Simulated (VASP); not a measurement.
Here is the system:

```xyz
2
Lattice="0.0000 2.2752 2.2110 2.2292 0.0000 2.2110 2.2292 2.2752 0.0000" Properties=species:S:1:pos:R:3 pbc="T T T"
Hf     0.0000     0.0000     0.0000
N      2.2492     2.2752     2.2110
```
Cell charge -0.02.

Computed with PBE GGA, VASP's PBE PAW potentials (set 64) (plane waves; VASP). Settings: NELECT = 15.02, 520 eV cut-off, 13×13×13 Γ-centred mesh, Gaussian smearing of 0.050 eV, potentials Hf_pv N.

The cell is charged, with a uniform compensating background. Unless said otherwise, spin-orbit coupling is left out, though it shifts the bands of the heavy elements here.

Question: Predict the energy per atom (σ→0), pressure, largest force, band gap (on the k-mesh) with the smallest direct gap where there is one.

Answer: 
```json
{
 "band gap (on the k-mesh)": "none (metal, semimetal or under 0.01 eV)",
 "energy per atom (σ→0)": "-10.766 eV/atom",
 "pressure": "13.13 GPa",
 "largest_force": "0.00542 Ha/bohr"
}
```

Total energies compare only between runs with the same potentials, cut-off and functional.

The compound is HfN in the rock salt structure. The cell was not relaxed at this level, atoms are displaced from their ideal sites. The run is one of a series of settings (ISMEAR = 0, NELECT = 15.02, SIGMA = 0.05 against the base run), some of them coarse on purpose. The electron count is odd and the run is not spin-polarised, which forces a metal.
